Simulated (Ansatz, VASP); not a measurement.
# Cross-check of SnPt between VASP and Ansatz, part 2 of 2

One calculation is typed for both programs; each brings its own data sets. How far apart do they land? The cell is generated by rule, not measured, and may not be a known phase. The cell is taken from a series of runs on this material, whose earlier steps may have relaxed, scaled, displaced or heated it; both programs get it as it stands.

VASP 6.6.1 and Ansatz 0.2.0.

So far: Starting point; VASP: zone-centre phonons, LDA.

The structure was built from a prototype and need not be the compound's stable phase.

## Step 3: Ansatz: zone-centre phonons, LDA

Level of this step: Ansatz beside VASP: Kohn-Sham DFT, plane waves, LDA (Ansatz).

Ansatz runs on its default PAW (the set named soft_2) files.

The same cell, functional (in two slightly different forms), mesh and smearing now go to Ansatz, which takes its cutoff from its data sets.

File input.yaml:

```yaml
crystal:
  lattice:
    - [2.9876758696, 0.0, 0.0]
    - [0.0, 1.9863981866, 3.3563134248]
    - [0.0, -1.9863981866, 3.3563134248]
  atoms:
    - { symbol: Pt, position: [0.0, 0.9562204198, 0.9562204198] }
    - { symbol: Sn, position: [0.5, 0.2937795802, 0.2937795802] }
kpoints:
  mp_grid: { grid: [12, 12, 12] }
hamiltonian:
  xc: lda
scf:
  occupations: { method: methfessel_paxton, width: 0.15 }
output:
  eigenvalues: true
phonons:
  method: dfpt
```

Started as:

```bash
ansatz run input.yaml --threads 4 --pin off --max-ram 7168MiB --backend cpu --events-out ev --progress --plain --runs-dir out
```

Numbers of over 12 decimals in the logs are rounded to 6 here.

What it wrote:

```text
zone centre: on kpoints.mp_grid the ground state, and the responses unless they are solved on pairs of k-points, stand on 301 of the mesh's 1728 k-points, reduced under 4 symmetry operations, with k and −k counted as one. Each operation leaves every solved displacement unchanged or reverses it
Engine: ansatz 0.2.0, aarch64-unknown-linux-gnu
Pseudopotentials: kind: paw
Pseudopotential: Pt, paw, valence charge 18, recommended cutoff 420 eV (normal), Pt.paw.azcp
Pseudopotential: Sn, paw, valence charge 14, recommended cutoff 420 eV (normal), Sn.paw.azcp
Functional definition: SPW92
  exchange = slater_x
  correlation = pw_c
Crystal: 2 atoms, lattice volume = 39.838 Å³
Basis set: ecut = 420 eV, 769 PW (Γ), exchange–correlation on 40×54×54 points (8 copies of the dense FFT grid, shifted against one another)
Bands: 20, of which v1, the nominal top of the filled ones, is band 16 counted from 1 (15 counted from 0)
Symmetry: 4 space group operations
k-points: 301 of 1728 (time reversal used)
Non-local potential: Pt, projectors of the file, l = 0: 3, l = 1: 2, l = 2: 2, l = 3: 1
Non-local potential: Sn, projectors of the file, l = 0: 2, l = 1: 2, l = 2: 2, l = 3: 2
PAW form: soft (Blöchl's): semilocal exchange-correlation on the pseudo side does not see the compensation charge
PAW frozen core: Pt, regenerated for the run's functional, and the local potential with it (the file was generated under x = pbe(κ = 0.804, μ = 0.219515), c = pbe(β = 0.066725))
PAW frozen core: Sn, regenerated for the run's functional, and the local potential with it (the file was generated under x = pbe(κ = 0.804, μ = 0.219515), c = pbe(β = 0.066725))
PAW one-centre angular grid: Pt, 590 points (default); XC on 64 Gauss nodes
PAW one-centre angular grid: Sn, 590 points (default); XC on 64 Gauss nodes
Initial density: superposition of atomic densities (neutral atoms: chi_scale 0, normalization atom), corrected by the library's trained network
Initial wavefunctions: pseudopotential atomic-orbital guess
Functional: x = slater, c = lda
SCF iter   1: F=—  HF=-18125.166566 eV  |F-HF|=—  |Δ(HF+E_count)|=         —  Δρ=8.39e-3  dr2=2.02e-2  ethr=1.77e-3  ⟨swp⟩=5.3  Hψ=26677  notcnv=0
preconditioner: auto → none  [metal: Δε(μ)=0.033 eV  Ē_g=16.281 eV  σ=0.150 eV  W_gap=0.19  n_scr=8 (ndim 8)  ℏωp=28.8 eV  f_vac=0.003  D(μ)=0.60/eV (n_scr^D=0)  sad-step TF]
SCF iter   2: F=—  HF=-18125.159994 eV  |F-HF|=—  |Δ(HF+E_count)|=   6.57e-3  S|Δr|=    0.00e0  Δρ=4.38e-3  dr2=7.90e-3  ethr=6.30e-5  ⟨swp⟩=2.0  Hψ=10691  notcnv=0
SCF iter   3: F=—  HF=-18125.157591 eV  |F-HF|=—  |Δ(HF+E_count)|=   2.40e-3  S|Δr|=    0.00e0  Δρ=7.63e-4  dr2=1.36e-4  ethr=2.47e-5  ⟨swp⟩=2.1  Hψ=8274  notcnv=0
SCF iter   4: F=—  HF=-18125.157555 eV  |F-HF|=—  |Δ(HF+E_count)|=   3.60e-5  S|Δr|=    0.00e0  Δρ=1.53e-4  dr2=8.67e-6  ethr=4.26e-7  ⟨swp⟩=2.1  Hψ=10001  notcnv=0
SCF iter   5: F=—  HF=-18125.157559 eV  |F-HF|=—  |Δ(HF+E_count)|=   4.63e-6  S|Δr|=    0.00e0  Δρ=3.67e-5  dr2=3.82e-7  ethr=2.71e-8  ⟨swp⟩=2.3  Hψ=8264  notcnv=0
SCF iter   6: F=—  HF=-18125.157560 eV  |F-HF|=—  |Δ(HF+E_count)|=   9.27e-7  S|Δr|=    0.00e0  Δρ=8.44e-6  dr2=2.84e-8  ethr=1.19e-9  ⟨swp⟩=2.8  Hψ=10339  notcnv=0
SCF iter   7: F=—  HF=-18125.157560 eV  |F-HF|=—  |Δ(HF+E_count)|=   2.49e-9  S|Δr|=    0.00e0  Δρ=1.46e-6  dr2=9.11e-10  ethr=8.86e-11  ⟨swp⟩=2.0  Hψ=8087  notcnv=0
SCF iter   8: F=—  HF=-18125.157560 eV  |F-HF|=—  |Δ(HF+E_count)|=  2.76e-10  S|Δr|=    0.00e0  Δρ=4.62e-7  dr2=6.01e-11  ethr=2.85e-12  ⟨swp⟩=2.3  Hψ=10269  notcnv=0
SCF iter   9: F=-18125.157560 eV  HF=-18125.157560 eV  |F-HF|=3.64e-12  |Δ(HF+E_count)|=  2.18e-11  S|Δr|=    0.00e0  Δρ=9.90e-8  dr2=2.66e-12  ethr=1.00e-12  ⟨swp⟩=6.4  Hψ=27318  notcnv=0
the search or the solves at the SCF's close seem to have found levels that the self-consistency loop had missed (the run counts 1). By its estimate they hold under 1e-12 electrons; where the run keeps them, the occupations were computed again with them
SCF 1 converged in 9 iterations: F = -18125.157560 eV  dr2 = 2.66e-12
  greatest PAW one-centre occupation: 1.000 electrons in one spin orbital (limit 2), on the Pt atom at site 0 (counted from 0), in its partial waves of l = 0
DFPT response loops at Γ: preconditioner auto → Kerker (q_TF=auto, 2.630 Å⁻¹) (partly filled bands, converged f_vac=0.004); β = 1.00, the filter's whole step (`scf.mixing.beta` (0.50) is not read by the response loops under this deck's `scf.mixing.preconditioner`; to damp them name `kerker` or `kerker_dos`, under which they read `scf.mixing.beta`, and type it under 1.00, their step now; both keys bind the ground state too); Broyden in place of MSR1
SCF converged after 9 iterations
Stability not checked: this state was not tested for a lower state beside it, because cold or Methfessel-Paxton smearing, or corrected tetrahedra, fill the levels in a way that the test cannot read (fill_not_monotonic; see scf.lower_state_search)
Free energy (F): -18125.157560 eV
Harris-Foulkes:  -18125.157560 eV  (|F-HF|=3.64e-12)
Internal energy: -18125.158183 eV  (E = F + TS)
E sigma→0 (E₀):  -18125.157716 eV
Entropy (-TS):   0.000623 eV (0.311 meV/atom)
Fermi energy:    16.083207 eV
--- Per-component energies (eV) ---
  E_band       = -277.249242
  E_kinetic    = 831.431595
  E_local      = -2747.496349  (includes V_loc(G=0)·N_el)
  E_nonlocal   = 180.698258
  E_hartree    = 1259.036540
  E_xc         = -639.861296
  E_vxc        = -402.295231  (∫ρ·V_xc dr)
  E_paw        = -13177.317230  (= ΣΔE_a)
  E_vpaw       = -657.660755  (= ΣTr[D̂ρ^β])
  E_aug_tail   = 0.000183  (compensation charges beyond the density's cutoff)
  E_ewald      = -3832.538652
  E_core_change = 0.888768  (= ΣΔE_core)
  E_smearing   = 0.000623  (= −TS)
  E_closure    = 0.000000  (closes the sum)
  Σ components = -18125.157560   (vs F -18125.157560, Δ=0.00e0)
--- Band table (eV; the first three rows and the last of 301) ---
  k-point 0: bands = [... 12 lower, 11.5139, 13.5346, 13.5649, 19.0838, 19.4406, 20.2786, 21.6066, 23.4720]
  k-point 1: bands = [... 12 lower, 11.5623, 13.5016, 13.5605, 18.1745, 19.0132, 20.8489, 21.7676, 23.3506]
  k-point 2: bands = [... 12 lower, 11.7307, 13.4050, 13.5590, 16.7270, 18.2015, 21.2033, 22.2260, 23.8744]
  k-point 300: bands = [... 12 lower, 12.9200, 13.3924, 13.8944, 14.6192, 17.4212, 17.4299, 22.1471, 22.2026]
--- Phonons (Γ-DFPT): 6 representative perturbations + reference, on 301 of 1728 k-points (Σ response iterations 17) ---
  k mesh reduced under 4 symmetry operations, with k and −k counted as one. Each operation leaves every solved displacement unchanged or reverses it
  ASR residual: 1.402e-4 → 0.000e0 eV/Å²; symmetrization residual: 5.768e-5 eV/Å²
  ASR residual per site (eV/Å²): 5.41e-5 1.40e-4
  Γ frequencies (cm⁻¹): 0.00 0.00 0.00 125.75 164.47 169.86
  non-analytic LO–TO correction: not included (Born effective charges unavailable; polar crystals: no LO–TO splitting at Γ)
```

Reading the cycles: dr2 is the Hartree energy of the density residual (eV), the measure of convergence; HF is the Harris–Foulkes estimate of the energy, which meets the free energy F at convergence.

## Step 4: Differences

Known differences besides the potentials themselves: the two LDA forms differ slightly; the data sets hold 32 valence electrons in Ansatz (on its default PAW (the set named soft_2) files) and 24 in VASP; the cutoff is 420 eV in Ansatz and 500 eV in VASP; VASP's log shows a relativistic correction to its local exchange, Ansatz's none. Total energies have different zeros and are not compared.

Both answers:

| quantity | Ansatz | VASP | difference |
| --- | --- | --- | --- |
| optical mode 1 (cm⁻¹) | 125.8 | 127.6 | -1.42 % |
| optical mode 2 (cm⁻¹) | 164.5 | 166.4 | -1.17 % |
| optical mode 3 (cm⁻¹) | 169.9 | 171.8 | -1.10 % |

Modes are paired by rising frequency, not by their patterns, so a pair may set unlike modes beside each other; they are those without the splitting of longitudinal modes.

## Step 5: Outcome

```json
{
  "r.m.s. difference of the optical zone-centre modes, each program's sorted by frequency (zone-centre phonons, LDA)": "1.9 cm⁻¹",
  "difference in optical mode 1 (zone-centre phonons, LDA)": "-1.4 %"
}
```

In words: The r.m.s. difference of the optical zone-centre modes, each program's sorted by frequency is 1.9 cm⁻¹ (zone-centre phonons, LDA). The data sets hold unlike numbers of valence electrons (32 in Ansatz and 24 in VASP), so part of the differences comes from the potentials. Among the rows given in per cent, the largest difference of the zone-centre phonons, LDA pair is in optical mode 1, -1.4 %. How closely two codes agree says nothing of how well the functional describes the real material.

[Lines on the potential files, build, host, timing and source positions are cut from VASP's logs without a mark.]

[Logs are printed without paths, hosts, clocks, repeated set-up lines and the standing remarks that a program may print on its own settings, such as how far it seeks lower states.]

[Hosts, paths, dates, database ids (printed as entryN), source tags and the programs' standing remarks are cut or masked in the printed files.]
